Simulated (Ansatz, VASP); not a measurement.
Equation of state of GdO under PBE

It takes space group F-43m (No. 216, cubic). The conventional cell has a = 5.400 Å, b = 5.400 Å, c = 5.400 Å, α = 90.00°, β = 90.00°, γ = 90.00°. Around Gd (site symmetry -43m) lie 4 O at 2.34 Å. O (site symmetry -43m) is surrounded by 4 Gd at 2.34 Å.

The cell was scaled at fixed shape and fractions and run with Ansatz, Ansatz PAW (earlier soft set), cutoff 420 eV; PBE, k mesh 9 × 9 × 9 on the cell of 2 atoms, fermi-dirac occupations of 0.05 eV, collinear spin, ferromagnetic start, no spin-orbit coupling. Energies are those that the program minimises, any entropy of the smearing included. For a metal such a mesh isn't converged to the digits shown. The magnetic state is the one that the start led to, which needn't be the lowest. Plain semilocal runs treat an open f shell poorly.

```tsv
V (Å³/atom)	energy over the lowest row (meV/atom)
18.5020	17.789
18.8957	?
19.2893	0.733
19.6830	0.000
20.0767	3.780
20.4703	11.675
20.8640	23.183
```

**Question.** Fit the third-order Birch-Murnaghan form, give V0, B0 and B′, and predict the energy left open.

**Answer.** With y = (V0/V)^(2/3), E = E0 + (9 V0 B0/16) [(y - 1)³ B′ + (y - 1)² (6 - 4y)]. Least squares through the rows shown give V0 = 19.5449 Å³/atom, E0 = -0.283 meV, B0 = 94.63 GPa (1 eV/Å³ = 160.218 GPa) and B′ = 4.20, with a largest miss of 0.016 meV. At V = 18.8957 the form with these constants gives 6.469 meV; the run gave 6.495 meV an atom. Other set-ups at this level, from all their volumes (Å³/atom, GPa): Ansatz, all-electron LAPW, scalar-relativistic: V0 19.551, B0 94.59; VASP, PBE PAW files Gd, O, 520 eV: V0 19.598, B0 95.19.
